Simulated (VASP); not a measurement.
All values below come from r2SCAN meta-GGA, VASP's PBE PAW potentials (set 64) (plane waves; VASP 6.6.1).

Input for VASP

**KPOINTS**
```
Regular mesh
0
G
 4 3 1
```

File POSCAR:
```
BaTe(110) slab
5.0110780
  1.0000000843   0.0000000000   0.0000000000
  0.0000000000   1.4142138154   0.0000000000
  0.0000000000   0.0000000000   5.0304585466
Ba Te
4 4
Cartesian
  0.0000000000   0.0000000000   1.7913995887
  0.5000000422   0.7071069077   2.2457768757
  0.0000000000   0.0000000000   2.7846816709
  0.5000000422   0.7071069077   3.2390589579
  0.5000000422   0.0000000000   2.2430949159
  0.0000000000   0.7071069077   1.7691479142
  0.5000000422   0.0000000000   3.2613106324
  0.0000000000   0.7071069077   2.7873636307
```

INCAR:
```
NELM=100   # most electronic steps
LREAL=.False.   # projection in real space or not
SIGMA=0.05   # width (eV)
LMAXMIX=4
LASPH=.True.
DIPOL=0.5 0.5 0.5
IDIPOL=3
EDIFF=1E-6
PREC=Normal
NELMIN=4
SYSTEM=BaTe(110) slab
LCHARG=.False.
LVHAR=.True.
LWAVE=.False.
LORBIT=11   # lm-projected
METAGGA=R2SCAN
LMIXTAU=.True.
LDIPOL=.True.
ALGO=Normal   # blocked Davidson
ISMEAR=0
ENCUT=400   # plane-wave cut-off (eV)
```

POTCAR, in this order: Ba_sv Te (PBE.64 set). Program: vasp_std. Read from the step before: WAVECAR.

Question: What will the output report for the number of irreducible k-points (NKPTS), largest plane-wave count, number of space-group operations, FFT grid (NGX, NGY, NGZ)?

Answer: 
```yaml
number of irreducible k-points (NKPTS): 6
largest_plane_wave_count: 16298
number_of_space_group_operations: 8
FFT grid (NGX, NGY, NGZ): 28 × 36 × 126
```

The cell is a thin slab with vacuum, built from BaTe (rock salt): (110) face.
